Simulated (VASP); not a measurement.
Method: PBE GGA, VASP's PBE PAW potentials (set 64) (plane waves; VASP 6.6.1).

A VASP calculation is set up with these files.

**KPOINTS**
```
k-points along high-symmetry lines
15
Line-mode
Reciprocal
  0.000000   0.000000   0.000000 ! GAMMA
 -0.500000  -0.500000   0.000000 ! X

 -0.500000  -0.500000   0.000000 ! X
 -0.375000  -0.375000   0.250000 ! U

 -0.375000  -0.000000   0.375000 ! K
  0.000000   0.000000   0.000000 ! GAMMA

  0.000000   0.000000   0.000000 ! GAMMA
 -0.000000   0.000000   0.500000 ! L

 -0.000000   0.000000   0.500000 ! L
 -0.500000  -0.250000   0.250000 ! W

 -0.500000  -0.250000   0.250000 ! W
 -0.500000  -0.500000   0.000000 ! X
```

INCAR:
```
# general
SYSTEM   =  ZnSe
PREC     =  Accurate
ENCUT    =  520   # plane-wave cut-off (eV)
LREAL    =  F   # projection in real space or not
LASPH    =  T   # aspherical one-centre terms
ICHARG   =  11   # fixed density

# electronic loop
EDIFF    =  1E-7
NELM     =  100   # most electronic steps
ALGO     =  Normal   # blocked Davidson
LMAXMIX  =  4   # l cut-off of mixed one-centre charges

# smearing
ISMEAR   =  0
SIGMA    =  0.05   # width (eV)

# functional
GGA      =  PE

# output
LWAVE    =  F
LCHARG   =  F
LORBIT   =  11
```

**POSCAR**
```
ZnSe
5.7396980
  0.0000000000   0.5000000416   0.5000000416
  0.5000000416   0.0000000000   0.5000000416
  0.5000000416   0.5000000416   0.0000000000
Zn Se
1 1
Direct
  0.0000000000   0.0000000000   0.0000000000
  0.2500000000   0.2500000000   0.2500000000
```

POTCAR, in this order: Zn Se (PBE.64 set). Program: vasp_std. Read from the step before: CHGCAR.

What VASP printed:

### OSZICAR
```
       N       E                     dE             d eps       ncg     rms          rms(c)
DAV:   1     0.864659047602E+02    0.86466E+02   -0.91369E+03  2340   0.156E+03
DAV:   2     0.694108844960E+00   -0.85772E+02   -0.81647E+02  2510   0.281E+02
DAV:   3    -0.496269936570E+01   -0.56568E+01   -0.55682E+01  2885   0.700E+01
DAV:   4    -0.501731273859E+01   -0.54613E-01   -0.54598E-01  2560   0.734E+00
DAV:   5    -0.501760990348E+01   -0.29716E-03   -0.29715E-03  2800   0.494E-01
DAV:   6    -0.501761251687E+01   -0.26134E-05   -0.26134E-05  2625   0.474E-02
DAV:   7    -0.501761254895E+01   -0.32082E-07   -0.32090E-07  2821   0.486E-03
   1 F= -.50176125E+01 E0= -.50176125E+01  d E =-.393005E-11
```

**OUTCAR**
```
 val. band max:        1.2949237882   @ k =   0.0000   0.0000   0.0000

 cond. band min:       2.4346061118   @ k =   0.0000   0.0000   0.0000



 k-point     1 :       0.0000    0.0000    0.0000
  band No.  band energies     occupation
      1     -11.7283      2.00000
      2      -5.1198      2.00000
      3      -5.1198      2.00000
      4      -5.1198      2.00000
      5      -4.7835      2.00000
      6      -4.7835      2.00000
      7       1.2949      2.00000
      8       1.2949      2.00000
      9       1.2949      2.00000
     10       2.4346      0.00000
     11       7.1055      0.00000
     12       7.1055      0.00000
     13       7.1055      0.00000

 k-point     2 :      -0.0357   -0.0357    0.0000
  band No.  band energies     occupation
      1     -11.7179      2.00000
      2      -5.1203      2.00000
      3      -5.1175      2.00000
      4      -5.1175      2.00000
      5      -4.7844      2.00000
      6      -4.7830      2.00000
      7       1.0849      2.00000
      8       1.2585      2.00000
      9       1.2585      2.00000
     10       2.6564      0.00000
     11       7.0276      0.00000
     12       7.1612      0.00000
     13       7.1612      0.00000

 k-point     3 :      -0.0714   -0.0714    0.0000
  band No.  band energies     occupation
      1     -11.6867      2.00000
      2      -5.1217      2.00000
      3      -5.1107      2.00000
      4      -5.1107      2.00000
      5      -4.7871      2.00000
      6      -4.7814      2.00000
      7       0.6692      2.00000
      8       1.1543      2.00000
      9       1.1543      2.00000
     10       3.1048      0.00000
     11       6.8195      0.00000
     12       7.3231      0.00000
     13       7.3231      0.00000

 k-point     4 :      -0.1071   -0.1071    0.0000
  band No.  band energies     occupation
      1     -11.6360      2.00000
      2      -5.1234      2.00000
      3      -5.0995      2.00000
      4      -5.0995      2.00000
...
```

The density is held fixed in this step, so its total energy and stress have no physical meaning.

The compound is ZnSe in the zinc blende structure. It was relaxed first.
